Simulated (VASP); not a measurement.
Output of a VASP run:

### OUTCAR
```
 ion  position               nearest neighbor table
   1  0.000  0.225  0.667-   2 2.42   3 2.42
   2  0.775  0.775  0.000-   1 2.42   3 2.42
   3  0.225  0.000  0.333-   2 2.42   1 2.42
  LATTYP: Found a hexagonal cell.
 ALAT       =     4.4574003162
 C/A-ratio  =     1.1327230318
 Subroutine PRICEL returns:
 Original cell was already a primitive cell.
 Subroutine GETGRP returns: Found  6 space group operations
The static configuration has the point symmetry C_2 .
 The point group associated with its full space group is D_3 .
The dynamic configuration has the point symmetry C_2 .
 Subroutine INISYM returns: Found  6 space group operations
 Subroutine IBZKPT returns following result:
 Found     17 irreducible k-points:

 Following reciprocal coordinates:
            Coordinates               Weight
  0.000000  0.000000  0.000000      1.000000
  0.200000 -0.000000  0.000000      6.000000
  0.400000  0.000000  0.000000      6.000000
  0.200000  0.200000  0.000000      6.000000
  0.400000  0.200000  0.000000      6.000000
  0.000000  0.000000  0.250000      2.000000
  0.200000 -0.000000  0.250000      6.000000
 -0.000000  0.200000  0.250000      6.000000
  0.400000  0.000000  0.250000      6.000000
  0.000000  0.400000  0.250000      6.000000
  0.200000  0.200000  0.250000     12.000000
  0.400000  0.200000  0.250000     12.000000
  0.000000  0.000000  0.500000      1.000000
  0.200000 -0.000000  0.500000      6.000000
  0.400000  0.000000  0.500000      6.000000
  0.200000  0.200000  0.500000      6.000000
  0.400000  0.200000  0.500000      6.000000
   k-points           NKPTS =     17   k-points in BZ     NKDIM =     17   number of bands    NBANDS=     13
   number of dos      NEDOS =    301   number of ions     NIONS =      3
   total plane-waves  NPLWV =  32400
   dimension x,y,z NGX =    30 NGY =   30 NGZ =   36
   dimension x,y,z NGXF=    60 NGYF=   60 NGZF=   72
   ions per type =               3
   PREC   = accura    normal or accurate (medium, high low for compatibility)
   ISTART =      0    job   : 0-new  1-cont  2-samecut
   ICHARG =      2    charge: 1-file 2-atom 10-const
   ISPIN  =      1    spin polarized calculation?
   LNONCOLLINEAR =      F non collinear calculations
   LSORBIT =      F    spin-orbit coupling
   INIWAV =      1    electr: 0-lowe 1-rand  2-diag
   ENCUT  =  400.0 eV  29.40 Ry    5.42 a.u.   7.27  7.27  8.23*2*pi/ulx,y,z
   NELM   =    100;   NELMIN=  2; NELMDL= -5     # of ELM steps
   EDIFF  = 0.1E-05   stopping-criterion for ELM
   LREAL  =      F    real-space projection
   NLSPLINE    = F    spline interpolate recip. space projectors
   LMAXMIX     =    4 max onsite mixed and CHGCAR
   VOSKOWN=      0    Vosko Wilk Nusair interpolation
   EDIFFG = 0.1E-04   stopping-criterion for IOM
   NSW    =      0    number of steps for IOM
   NBLOCK =      1;   KBLOCK =      1    inner block; outer block
   IBRION =     -1    ionic relax: 0-MD 1-quasi-New 2-CG
   NFREE  =      0    steps in history (QN), initial steepest desc. (CG)
   ISIF   =      2    stress and relaxation
   ISYM   =      2    0-nonsym 1-usesym 2-fastsym
   TEIN   =    0.0    initial temperature
   TEBEG  =    0.0;   TEEND  =   0.0 temperature during run
   SMASS  =  -3.00    Nose mass-parameter (am)
   PSTRESS=    0.0 pullay stress
   NELECT =      18.0000    total number of electrons
   EFERMI =   0.00;   METHOD = LEGACY
   ISMEAR =     0;   SIGMA  =   0.05  broadening in eV -4-tet -1-fermi 0-gaus
   IALGO  =     38    algorithm
   LDIAG  =      T    sub-space diagonalisation (order eigenvalues)
   IMIX   =      4    mixing-type and parameters
     AMIX     =   0.40;   BMIX     =  1.00
     AMIX_MAG =   1.60;   BMIX_MAG =  1.00
     AMIN     =   0.10
   GGA     = PE    functional components
   VOSKOWN =     0    Vosko Wilk Nusair interpolation
   LHFCALC =     F    Hartree Fock is set to
   LHFONE  =     F    Hartree Fock one center treatment
...
```

**OSZICAR**
```
       N       E                     dE             d eps       ncg     rms          rms(c)
DAV:   1     0.785450030853E+02    0.78545E+02   -0.63747E+03   442   0.931E+02
DAV:   2    -0.494300880566E+01   -0.83488E+02   -0.79552E+02   562   0.163E+02
DAV:   3    -0.105320876997E+02   -0.55891E+01   -0.55514E+01   517   0.495E+01
DAV:   4    -0.105877761418E+02   -0.55688E-01   -0.55618E-01   497   0.578E+00
DAV:   5    -0.105882915004E+02   -0.51536E-03   -0.51533E-03   557   0.555E-01    0.638E+00
DAV:   6    -0.105267713781E+02    0.61520E-01   -0.40380E-02   467   0.146E+00    0.394E+00
DAV:   7    -0.105062336952E+02    0.20538E-01   -0.79032E-02   487   0.204E+00    0.195E-01
DAV:   8    -0.105056378420E+02    0.59585E-03   -0.99290E-03   467   0.703E-01    0.984E-02
DAV:   9    -0.105057735006E+02   -0.13566E-03   -0.31438E-04   557   0.137E-01    0.288E-02
DAV:  10    -0.105058067827E+02   -0.33282E-04   -0.58972E-05   492   0.587E-02    0.840E-03
DAV:  11    -0.105058102159E+02   -0.34332E-05   -0.10442E-05   512   0.218E-02    0.370E-03
DAV:  12    -0.105058099413E+02    0.27460E-06   -0.20855E-06   336   0.106E-02
   1 F= -.10505810E+02 E0= -.10505810E+02  d E =-.548389E-16
```

### OUTCAR
```
------------------------ aborting loop because EDIFF is reached ----------------------------------------
  FORCE on cell =-STRESS in cart. coord.  units (eV):
  Direction    XX          YY          ZZ          XY          YZ          ZX
  --------------------------------------------------------------------------------------
  Total       -0.1795087     -0.1795087     -0.1502826      0.0000000      0.0000000      0.0000000
  in kB       -3.3105244     -3.3105251     -2.7715324      0.0000000      0.0000000      0.0000000
  external PRESSURE =      -3.1308606 kB  Pullay stress =       0.0000000 kB
  volume of cell :       86.88
      direct lattice vectors                 reciprocal lattice vectors
     2.228700000 -3.860222000  0.000000000     0.224346031 -0.129526229  0.000000000
     2.228700000  3.860222000  0.000000000     0.224346031  0.129526229  0.000000000
     0.000000000  0.000000000  5.049000000     0.000000000  0.000000000  0.198059022
 POSITION                                       TOTAL-FORCE (eV/Angst)
 -----------------------------------------------------------------------------------
      0.50146      0.86855      3.36600        -0.064859     -0.112340      0.000000
      3.45448      0.00000      0.00000         0.129719      0.000000      0.000000
      0.50146     -0.86855      1.68300        -0.064859      0.112340     -0.000000
 -----------------------------------------------------------------------------------
    total drift:                               -0.000199     -0.000448      0.000008
  FREE ENERGIE OF THE ION-ELECTRON SYSTEM (eV)
  ---------------------------------------------------
  free  energy   TOTEN  =       -10.5058099413 eV

  energy  without entropy=      -10.5058099413  energy(sigma->0) =      -10.50580994
```
(Selected blocks of OUTCAR.)

### POSCAR
```
Se
1
    2.2287000000    -3.8602220000     0.0000000000
    2.2287000000     3.8602220000     0.0000000000
    0.0000000000     0.0000000000     5.0490000000
Se
3
Direct
  0.0000000000   0.2250000000   0.6666670000
  0.7750000000   0.7750000000   0.0000000000
  0.2250000000   0.0000000000   0.3333330000
```

Reconstruct the remaining input files.

This is not unique; one that fits is the input of the run itself, PBE GGA, plane waves, VASP's PBE PAW potentials (set 64).

File KPOINTS:
```
Automatic mesh
0
Gamma
5 5 4
0 0 0
```

INCAR:
```
SYSTEM = Se
PREC = Accurate
ENCUT = 400
EDIFF = 1E-6
NELM = 100
ALGO = Normal
LREAL = .FALSE.
LASPH = .TRUE.
ISMEAR = 0
SIGMA = 0.05
GGA = PE
LMAXMIX = 4
LWAVE = .FALSE.
LCHARG = .FALSE.
ISIF = 2
```

POTCAR, in this order: Se (PBE.64 set). Program: vasp_std.

The compound is Se in the trig structure. The cell was not relaxed at this level.
